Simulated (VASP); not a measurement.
VASP input:

INCAR:
```
GGA = RE   # revPBE
LCHARG = .FALSE.
ALGO = Normal
PREC = Accurate
LMAXMIX = 4
NELM = 100   # most electronic steps
LORBIT = 10
ENCUT = 520
EDIFFG = -0.02   # ionic stop
ISIF = 3   # ions, shape and volume
SYSTEM = Ni3Al
MAGMOM = 0.0 0.5 0.5 0.5
ISPIN = 2   # spin-polarised
SIGMA = 0.1   # width (eV)
ISMEAR = 1
IBRION = 2   # conjugate gradients
NSW = 60   # most ionic steps
LWAVE = .FALSE.
LREAL = .FALSE.
EDIFF = 1E-6   # SCF stop (eV)
LASPH = .TRUE.
```

File POSCAR:
```
Ni3Al
1.0
  3.5896905146   0.0000000000   0.0000000000
  0.0000000000   3.5896905146   0.0000000000
  0.0000000000   0.0000000000   3.5896905146
Al Ni
1 3
Cart
  0.0000000000   0.0000000000   0.0000000000
  0.0000000000   1.7948452573   1.7948452573
  1.7948452573   0.0000000000   1.7948452573
  1.7948452573   1.7948452573   0.0000000000
```

File KPOINTS:
```
Automatic mesh
0
Gamma
8 8 8
0 0 0
```

POTCAR, in this order: Al Ni (PBE.64 set). Program: vasp_std.

Task: Write an equivalent input for Quantum ESPRESSO's pw.x.

Result: One equivalent input (not run):
```
&CONTROL
  calculation = 'vc-relax'
  pseudo_dir = './pseudo'
  outdir = './out'
  tprnfor = .true.
  tstress = .true.
  nstep = 60
  forc_conv_thr = 0.00078
/
&SYSTEM
  ibrav = 0
  nat = 4
  ntyp = 2
  ecutwfc = 98
  occupations = 'smearing'
  smearing = 'methfessel-paxton'
  degauss = 0.00735
  input_dft = 'revpbe'
  nspin = 2
  starting_magnetization(2) = 0.05
/
&ELECTRONS
  conv_thr = 7.3e-08
  electron_maxstep = 100
/
&IONS
/
&CELL
/
ATOMIC_SPECIES
  Al 26.982 Al.upf
  Ni 58.693 Ni.upf
CELL_PARAMETERS angstrom
     3.5896905   -0.0000000   -0.0000000
    -0.0000000    3.5896905   -0.0000000
     0.0000000   -0.0000000    3.5896905
ATOMIC_POSITIONS crystal
  Al   0.0000000  0.0000000  0.0000000
  Ni   0.0000000  0.5000000  0.5000000
  Ni   0.5000000  0.0000000  0.5000000
  Ni   0.5000000  0.5000000  0.0000000
K_POINTS automatic
  8 8 8 0 0 0
```
The two are equivalent in intent, not identical: the potentials are each code's own (VASP's PAW set, PseudoDojo norm-conserving files in pw.x), so ENCUT and ecutwfc are chosen apart and not converted; conv_thr bounds pw.x's estimated SCF error, while EDIFF bounds the energy change between steps; starting_magnetization is a fraction of the valence charge and MAGMOM a moment in μB, so they match only roughly; forc_conv_thr acts on force components and is met together with etot_conv_thr.

The compound is Ni3Al in the L1_2 structure. It was relaxed first. The start is the result of an earlier pass.
